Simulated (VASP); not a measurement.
# SiB2 (R3m) in VASP: a series of runs, part 2 of 2

VASP 6.6.1.

## 4. Single point, PBE

This run uses another cell than the first one: it holds 12 atoms, not 15.

The input, INCAR:

```
SYSTEM = SiB2
ALGO     = Fast           ! electronic algorithm
EDIFF    = 1E-5           ! SCF threshold, eV
ENCUT    = 520            ! plane-wave cutoff, eV
GGA      = PE             ! functional
ISIF     = 2              ! what is computed and relaxed
ISMEAR   = 0              ! smearing method
LASPH    = .TRUE.         ! aspherical terms in the spheres
LCHARG   = .FALSE.        ! write CHGCAR
LREAL    = Auto         
LWAVE    = .FALSE.        ! write WAVECAR
NELM     = 80             ! most SCF steps
PREC     = Normal         ! precision mode
SIGMA    = 0.15           ! smearing width, eV
```

The input, KPOINTS:

```
k-points
0
G
  5 5 5
  0 0 0
```

The input, POSCAR:

```
SiB2
1.0
    5.0734430000     -2.4027500000      0.0000000000
    5.0734430000      2.4027500000      0.0000000000
   -3.0034420000      0.0000000000      4.8615170000
Si B
4 8
Direct
    0.6162610000      0.1216270000      0.7222300000
    0.3837390000      0.8783730000      0.2777700000
    0.8783730000      0.3837390000      0.2777700000
    0.1216270000      0.6162610000      0.7222300000
    0.2094270000      0.2094270000      0.0516590000
    0.7996320000      0.4280910000      0.8935100000
    0.4280910000      0.7996320000      0.8935100000
    0.7905730000      0.7905730000      0.9483410000
    0.2003680000      0.5719090000      0.1064900000
    0.5719090000      0.2003680000      0.1064900000
    0.0285380000      0.0285380000      0.6755940000
    0.9714620000      0.9714620000      0.3244060000
```

Potentials or basis: VASP PAW PBE potentials, release 64 (Si, B).

Run with:

```bash
> cat potpaw_PBE.64/Si/POTCAR potpaw_PBE.64/B/POTCAR > POTCAR
> mpirun -np 1 vasp_std > vasp.out
```

OUTCAR:

```text
SYSTEM = SiB2
   EDIFF = 1E-5
   ENCUT = 520
   GGA = PE
   ISIF = 2
   ISMEAR = 0
   LASPH = .TRUE.
   LREAL = Auto
   NELM = 80
   PREC = Normal

 ion  position               nearest neighbor table
   1  0.616  0.122  0.722-  10 2.13  11 2.15   6 2.16   8 2.20   4 2.38   2 2.42   4 2.43   3 2.88

   2  0.384  0.878  0.278-   7 2.13  12 2.15   9 2.16   5 2.20   3 2.38   1 2.42   3 2.43   4 2.88

   3  0.878  0.384  0.278-   6 2.13  12 2.15  10 2.16   5 2.20   2 2.38   4 2.42   2 2.43   1 2.88

   4  0.122  0.616  0.722-   9 2.13  11 2.15   7 2.16   8 2.20   1 2.38   3 2.42   1 2.43   2 2.88
[... 956 lines left out ...]

 VOLUME and BASIS-vectors are now :
 -----------------------------------------------------------------------------
  energy-cutoff  :      520.00
  volume of cell :      118.53
      direct lattice vectors                 reciprocal lattice vectors
     5.073443000 -2.402750000  0.000000000     0.098552403 -0.208094891  0.060885610
     5.073443000  2.402750000  0.000000000     0.098552403  0.208094891  0.060885610
    -3.003442000  0.000000000  4.861517000     0.000000000  0.000000000  0.205697111

 POSITION                                       TOTAL-FORCE (eV/Angst)
 -----------------------------------------------------------------------------------
      1.57446     -1.18848      3.51113         0.012855     -0.051383     -0.018736
      5.56899      1.18848      1.35038        -0.012855      0.051383      0.018736
      5.56899     -1.18848      1.35038        -0.012855     -0.051383      0.018736
      1.57446      1.18848      3.51113         0.012855      0.051383     -0.018736
      1.96988      0.00000      0.25114        -0.009609      0.000000      0.001909
      3.54518     -0.89272      4.34381        -0.004680     -0.004845      0.026280
      3.54518      0.89272      4.34381        -0.004680      0.004845      0.026280
      5.17357      0.00000      4.61038         0.009609      0.000000     -0.001909
      3.59827      0.89272      0.51770         0.004680      0.004845     -0.026280
      3.59827     -0.89272      0.51770         0.004680     -0.004845     -0.026280
     -1.73954      0.00000      3.28441        -0.052346      0.000000     -0.019597
      8.88298      0.00000      1.57711         0.052346      0.000000      0.019597
 -----------------------------------------------------------------------------------
    total drift:                                0.000000     -0.000000      0.000000

  FREE ENERGIE OF THE ION-ELECTRON SYSTEM (eV)
  ---------------------------------------------------
  free  energy   TOTEN  =       -70.0314984599 eV

  energy  without entropy=      -70.0062674302  energy(sigma->0) =      -70.01888295
```

OSZICAR:

```text
N       E                     dE             d eps       ncg     rms          rms(c)
DAV:   1     0.102276706200E+03    0.10228E+03   -0.18058E+04  2106   0.132E+03
DAV:   2    -0.636916489484E+02   -0.16597E+03   -0.16143E+03  2647   0.217E+02
DAV:   3    -0.732216913561E+02   -0.95300E+01   -0.93705E+01  2804   0.466E+01
DAV:   4    -0.733660637196E+02   -0.14437E+00   -0.14389E+00  2748   0.615E+00
DAV:   5    -0.733678264919E+02   -0.17628E-02   -0.17615E-02  2754   0.705E-01    0.118E+01
RMM:   6    -0.703372733167E+02    0.30306E+01   -0.60201E+00  2227   0.835E+00    0.661E+00
RMM:   7    -0.700930215939E+02    0.24425E+00   -0.32202E+00  2341   0.622E+00    0.239E+00
RMM:   8    -0.700468592316E+02    0.46162E-01   -0.43509E-01  2238   0.291E+00    0.661E-01
RMM:   9    -0.700302929685E+02    0.16566E-01   -0.12509E-01  2507   0.143E+00    0.227E-01
RMM:  10    -0.700317988841E+02   -0.15059E-02   -0.19458E-02  2659   0.603E-01    0.155E-01
RMM:  11    -0.700314231026E+02    0.37578E-03   -0.29949E-03  2516   0.261E-01    0.538E-02
RMM:  12    -0.700314946314E+02   -0.71529E-04   -0.69490E-04  2601   0.112E-01    0.190E-02
RMM:  13    -0.700314954577E+02   -0.82628E-06   -0.12914E-04  2499   0.516E-02    0.842E-03
RMM:  14    -0.700314984599E+02   -0.30022E-05   -0.27907E-05  1857   0.244E-02
   1 F= -.70031498E+02 E0= -.70018883E+02  d E =-.252310E-01
```

stdout:

```text
POSCAR found type information on POSCAR SiB
 POSCAR found :  2 types and      12 ions
 scaLAPACK will be used
 LDA part: xc-table for (Slater+PW92), standard interpolation
 POSCAR, INCAR and KPOINTS ok, starting setup
 FFT: planning ... GRIDC
 FFT: planning ... GRID_SOFT
 FFT: planning ... GRID
 WAVECAR not read
 entering main loop
```

Run time: 27 s. Hardware: 1 thread of Intel Xeon 6975P-C (Granite Rapids), shared host; peak memory 0.22 GiB.

What came out:

| Quantity | Value |
| --- | --- |
| Free energy | -70.0315 eV |
| Pressure | 0.1 GPa |
| Largest force | 0.056 eV/Å |
| Band gap on the k mesh | none (metal or under the smearing width) |

Forces in eV/Å, atoms in the order of the input:
```
Si   0.013 -0.051 -0.019
Si  -0.013  0.051  0.019
Si  -0.013 -0.051  0.019
Si   0.013  0.051 -0.019
B   -0.010  0.000  0.002
B   -0.005 -0.005  0.026
B   -0.005  0.005  0.026
B    0.010  0.000 -0.002
B    0.005  0.005 -0.026
B    0.005 -0.005 -0.026
B   -0.052  0.000 -0.020
B    0.052  0.000  0.020
```

## 5. Overview

| cell | k mesh | gap on the mesh (eV) | pressure (GPa) | largest force (eV/Å) |
| --- | --- | --- | --- | --- |
| R3m, 10.69 Å³/atom | 5 × 5 × 5 | none | 0.0 | 0.06 |
| Pmmn, 8.78 Å³/atom | 4 × 5 × 6 | none | 0.3 | 0.08 |
| C2/m, 9.88 Å³/atom | 5 × 5 × 5 | none | 0.1 | 0.06 |

Alike in all rows: task single point; level PBE; potentials or basis VASP PAW PBE potentials, release 64 (Si, B); no spin polarisation; cutoff (eV) 520; smearing gaussian 0.15 eV.

Every run on the cell as given and a fine mesh finds a metal.

Total energies depend on the potentials used, so only differences within one code and one set of settings carry meaning.
